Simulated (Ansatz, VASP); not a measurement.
# KTaO3: VASP beside Ansatz

One calculation is typed for both programs; each brings its own data sets. How far apart do they land? The cell is taken from a series of runs on this material, whose earlier steps may have relaxed, scaled, displaced or heated it; both programs get it as it stands.

Program: Ansatz 0.2.0. Level of theory: plane waves, with VASP 6.6.1 beside it; LDA. Results are calculated unless marked as measured.

## Step 1: The starting structure

Symmetry: Pm-3m, No. 221, cubic system. The conventional cell has a = 3.932 Å, b = 3.932 Å, c = 3.932 Å, α = 90.00°, β = 90.00°, γ = 90.00°. K has 12 O at 2.78 Å nearest. Nearest to Ta lie 6 O at 1.97 Å. Nearest to O lie 2 Ta at 1.97 Å and 4 K at 2.78 Å. Farther neighbours and most contacts between anions are not listed.

## Step 2: Ansatz: zone-centre phonons, LDA

Ansatz runs on its PAW soft_1 files.

Second derivatives magnify differences that forces hide, and they need a tight electronic threshold.

Input file input.yaml:

```yaml
crystal:
  lattice:
    - [3.931500136, 0.0, 0.0]
    - [0.0, 3.931500136, 0.0]
    - [0.0, 0.0, 3.931500136]
  atoms:
    - { symbol: K, position: [0.5, 0.5, 0.5] }
    - { symbol: Ta, position: [0.0, 0.0, 0.0] }
    - { symbol: O, position: [0.5, 0.0, 0.0] }
    - { symbol: O, position: [0.0, 0.5, 0.0] }
    - { symbol: O, position: [0.0, 0.0, 0.5] }
kpoints:
  mp_grid: { grid: [8, 8, 8] }
hamiltonian:
  xc: lda
  pseudopotentials: { kind: paw, azcp: { folder: soft_1 }, xc_functional: pbe }
scf:
  occupations: { method: fixed }
  lower_state_search: "off"
output:
  eigenvalues: true
phonons:
  method: dfpt
  dielectric: true
  rigid_motions: translations
  qmesh: [2, 2, 2]
  temperatures: { t_max: 1000, t_step: 50 }
  qpath:
    path:
      - [[0.0, 0.0, 0.0], [0.0, 0.5, 0.0], [0.5, 0.5, 0.0], [0.0, 0.0, 0.0], [0.5, 0.5, 0.5], [0.0, 0.5, 0.0]]
      - [[0.5, 0.5, 0.0], [0.5, 0.5, 0.5]]
    npoints: 10
```

Command:

```
$ ansatz run input.yaml --threads 18 --pin off --max-ram 92160MiB --backend cuda --events-out ev --progress --plain --runs-dir out --max-vram 78GiB
```

Numbers of over 12 decimals in the logs are rounded to 6 here.

The program printed:

```text
Engine: ansatz 0.2.0, aarch64-unknown-linux-gnu
Pseudopotentials: kind: paw
Pseudopotential: K, paw, valence charge 9, recommended cutoff 420 eV (normal), soft_1/K.paw.azcp
Pseudopotential: Ta, paw, valence charge 13, recommended cutoff 420 eV (normal), soft_1/Ta.paw.azcp
Pseudopotential: O, paw, valence charge 6, recommended cutoff 420 eV (normal), soft_1/O.paw.azcp
Functional definition: SPW92
  exchange = slater_x
  correlation = pw_c
[...]
Crystal: 5 atoms, lattice volume = 60.768 Å³
Basis set: ecut = 420 eV, 1213 PW (Γ), exchange–correlation on 54×54×54 points (8 copies of the dense FFT grid, shifted against one another)
Bands: 25, of which v1, the nominal top of the filled ones, is band 20 counted from 1 (19 counted from 0)
Symmetry: 48 space group operations
k-points: 170 of 512 (irreducible under 2 space group operations, time reversal used)
Non-local potential: K, projectors of the file, l = 0: 3, l = 1: 2, l = 2: 2
Non-local potential: Ta, projectors of the file, l = 0: 3, l = 1: 2, l = 2: 2, l = 3: 1
Non-local potential: O, projectors of the file, l = 0: 2, l = 1: 2, l = 2: 1
PAW form: soft (Blöchl's): semilocal exchange-correlation on the pseudo side does not see the compensation charge
PAW frozen core: K, regenerated for the run's functional, and the local potential with it (the file was generated under x = pbe(κ = 0.804, μ = 0.219515), c = pbe(β = 0.066725))
PAW frozen core: Ta, regenerated for the run's functional, and the local potential with it (the file was generated under x = pbe(κ = 0.804, μ = 0.219515), c = pbe(β = 0.066725))
PAW frozen core: O, regenerated for the run's functional, and the local potential with it (the file was generated under x = pbe(κ = 0.804, μ = 0.219515), c = pbe(β = 0.066725))
PAW one-centre angular grid: K, 110 points (default); XC on 64 Gauss nodes
PAW one-centre angular grid: Ta, 590 points (default); XC on 64 Gauss nodes
PAW one-centre angular grid: O, 110 points (default); XC on 64 Gauss nodes
Initial density: superposition of atomic densities (chi_scale 0.1, normalization cell, long waves kept (reshape's long-wave potential 0.00 eV rms))
Initial wavefunctions: pseudopotential atomic-orbital guess
[...]
Functional: x = slater, c = lda
SCF iter   1: F=—  HF=-12852.301450 eV  |F-HF|=—  |Δ(HF+E_count)|=         —  Δρ=5.56e-2  dr2=1.62e0  ethr=3.10e-3  ⟨swp⟩=4.3  Hψ=17778  notcnv=0  defer=418
preconditioner: auto → Resta (q_TF=auto, 2.545 Å⁻¹)  ε∞=4.5  [insulator: Δε(μ)=2.521 eV  Ē_g=13.884 eV  n_scr=18 (ndim 8)  ℏωp=26.1 eV  f_vac=0.000  ε∞_Penn≈4.5]
SCF iter   2: F=—  HF=-12851.936389 eV  |F-HF|=—  |Δ(HF+E_count)|=   3.65e-1  Δρ=2.87e-2  dr2=4.27e-1  ethr=3.10e-3  ⟨swp⟩=2.0  Hψ=7010  notcnv=0  defer=438
[...]
SCF iter   9: F=-12851.812931 eV  HF=-12851.812931 eV  |F-HF|=9.09e-12  |Δ(HF+E_count)|=  5.95e-10  Δρ=1.87e-7  dr2=1.54e-11  ethr=1.00e-12  ⟨swp⟩=12.6  Hψ=26998  notcnv=0
SCF 1 converged in 9 iterations: F = -12851.812931 eV  dr2 = 1.54e-11
  greatest PAW one-centre occupation: 0.999 electrons in one spin orbital (limit 2), on the Ta atom at site 1 (counted from 0), in its partial waves of l = 0
[...]
NSCF: frozen V_eff on 35 k-points, pencils in batches of 32, up to order 100
[...]
NSCF: frozen V_eff on 35 k-points
[...]
DFPT response loops at q = (0, 0, 0) (fractional): preconditioner auto → none (the input reference at scf.mixing.eps_inf says where Resta's filter doesn't serve); β = 0.50; Anderson in place of MSR1; while a model of the screening serves, it and β = 1 on shorter waves in the place of filter and β
[...]
DFPT response loops at Γ: preconditioner auto → none (the input reference at scf.mixing.eps_inf says where Resta's filter doesn't serve); β = 0.50; Broyden in place of MSR1
── the response to a field inside a basis, on 8×8×8 k-points: an SCF that follows is theirs, and a resumed run solves both again ──
[...]
Bands: 21, of which v1, the nominal top of the filled ones, is band 20 counted from 1 (19 counted from 0)
k-points: 20 of 512
[...]
Eigensolver: Dense (20 Hₖ)
SCF iter   1: F=—  HF=-12851.812704 eV  |F-HF|=—  |Δ(HF+E_count)|=         —  Δρ=4.54e-4  dr2=2.20e-5  ethr=1.00e-1
[...]
SCF 1 converged in 4 iterations: F = -12851.812696 eV  dr2 = 1.88e-8
[...]
SCF converged after 9 iterations
[...]
Γ frequencies (cm⁻¹): 0.00 0.00 0.00 117.69 117.69 117.69 187.73 187.73 187.73 241.98 241.98 241.98 578.35 578.35 578.35
  ε∞ (high-frequency dielectric tensor):
        5.406196     0.000000     0.000000
        0.000000     5.406196     0.000000
        0.000000     0.000000     5.406196
  ε⁰ (static dielectric tensor: ions relaxed, cell fixed):
      116.475296    -0.000000     0.000000
       -0.000000   116.475296    -0.000000
        0.000000    -0.000000   116.475296
  ε⁰ − ε∞ (ionic part):
      111.069100    -0.000000     0.000000
       -0.000000   111.069100    -0.000000
        0.000000    -0.000000   111.069100
  softest optical mode at Γ: 117.69 cm⁻¹; the repairs (sum rule, projections) moved no ω² at Γ by more than (1.41 cm⁻¹)²
  Born effective charges Z* (e; rows j = field, columns β = displacement):
    site 0:
         1.15351   -0.00000    0.00000
        -0.00000    1.15351    0.00000
         0.00000    0.00000    1.15351
    site 1:
         8.69782    0.00000    0.00000
        -0.00000    8.69782    0.00000
         0.00000    0.00000    8.69782
    site 2:
        -6.47326   -0.00000    0.00000
        -0.00000   -1.68903    0.00000
        -0.00000    0.00000   -1.68903
    site 3:
        -1.68903    0.00000    0.00000
         0.00000   -6.47326    0.00000
         0.00000   -0.00000   -1.68903
    site 4:
        -1.68903    0.00000    0.00000
        -0.00000   -1.68903    0.00000
         0.00000    0.00000   -6.47326
  Z* charge neutrality: 1.848e-3 e pre-enforcement
  solved inside a basis spanned on kpoints, on 8×8×8 k-points, its susceptibility summed on 12×12×12: ε∞ is read to err by 1.5e-2, Z* by 3.8e-2 e (field_mesh: kpoints solves on kpoints); Z* is corrected for what the basis lacks
  optical modes at Γ without the LO–TO term, one row a degenerate level:
      ω (cm⁻¹)  modes    IR ((D/Å)²/amu)
[...]
optical modes at Γ + LO–TO along q̂ = [1.0000, 0.0000, 0.0000]:
      ω (cm⁻¹)  modes    IR ((D/Å)²/amu)
[...]
optical modes at Γ + LO–TO along q̂ = [0.0000, 1.0000, 0.0000]:
      ω (cm⁻¹)  modes    IR ((D/Å)²/amu)
[...]
842.11      1            72.1786
  optical modes at Γ + LO–TO along q̂ = [0.0000, 0.0000, 1.0000]:
      ω (cm⁻¹)  modes    IR ((D/Å)²/amu)
        117.69      2            79.6477
        178.28      1             0.0344
        187.73      2            13.5550
        241.98      3             0.0000
        395.07      1             6.8703
        578.35      2            64.9640
        842.11      1            72.1786
--- Phonons (arbitrary-q DFPT): 4 irreducible q on the 2×2×2 mesh ---
  q = [0.0000, 0.0000, 0.0000] (star 1, of the zone-centre solve; hermiticity 1.11e-11, symmetrization 1.44e-13): -0.00 0.00 0.00 117.69 117.69 117.69 187.73 187.73 187.73 241.98 241.98 241.98 578.35 578.35 578.35
  q = [0.0000, 0.0000, -0.5000] (star 3, 9 solved perturbations in 550 linear systems a pass and spin channel, the states on 75 of 512 k-point pairs; hermiticity 9.41e-12, symmetrization 2.97e-14): 70.35 70.35 168.03 168.03 190.80 190.80 196.39 221.00 270.01 325.12 325.12 415.08 557.66 557.66 891.37
  q = [0.0000, -0.5000, -0.5000] (star 3, 9 solved perturbations in 550 linear systems a pass and spin channel, the states on 75 of 512 k-point pairs; hermiticity 7.40e-13, symmetrization 2.15e-14): 70.45 132.37 158.25 158.25 168.10 243.55 243.55 325.21 325.21 345.87 345.87 442.61 532.28 643.30 938.76
  q = [-0.5000, -0.5000, -0.5000] (star 1, 4 solved perturbations in 215 linear systems a pass and spin channel, the states on 35 of 512 k-point pairs; hermiticity 3.00e-12, symmetrization 4.72e-14): 120.82 120.82 120.82 183.23 183.23 183.23 270.74 270.74 270.74 424.95 424.95 424.95 610.43 610.43 971.84
  sum rule: each row above includes the acoustic sum rule's correction from the zone centre's row sums; it moved no ω² by more than (1.41 cm⁻¹)²
  mesh force constants: q→R imaginary residual 7.24e-18; ASR residual 1.174e-4 → 0.000e0 eV/Å²; symmetrization residual 2.132e-14 eV/Å²
  interpolated dispersion: 63 rows × 15 modes
  density of states and harmonic sums: on the 16×16×16 q-mesh, interpolated from the force constants of a 2×2×2 supercell (with the dipole–dipole term)
  largest difference from the sums on the solved wave vectors: F 1.44e-2 eV, S 2.92e-5 and C_V 3.13e-5 eV/K
  zero-point energy: 0.301190 eV/cell   skipped modes (ω ≤ 0): 3   left out of the sums: 4.88e-5 of the cell's modes: C_V's classical limit lies that fraction below 3 k_B per atom; for a crystal, a wire or a layer, F and S can be off by more, and a phonons.interpolated_qmesh denser along its periods is the remedy for the sampling
```

Reading the cycles: dr2 is the Hartree energy of the density residual (eV), the measure of convergence; HF is the Harris–Foulkes estimate of the energy, which meets the free energy F at convergence.

(Part 1 of 3 ends here.)

[Lines on the potential files, build, host, timing and source positions are cut from VASP's logs without a mark.]

[Logs are printed without paths, hosts, clocks, repeated set-up lines and the standing remarks that a program may print on its own settings, such as how far it seeks lower states.]

[Hosts, paths, dates, database ids (printed as entryN), source tags and the programs' standing remarks are cut or masked in the printed files.]
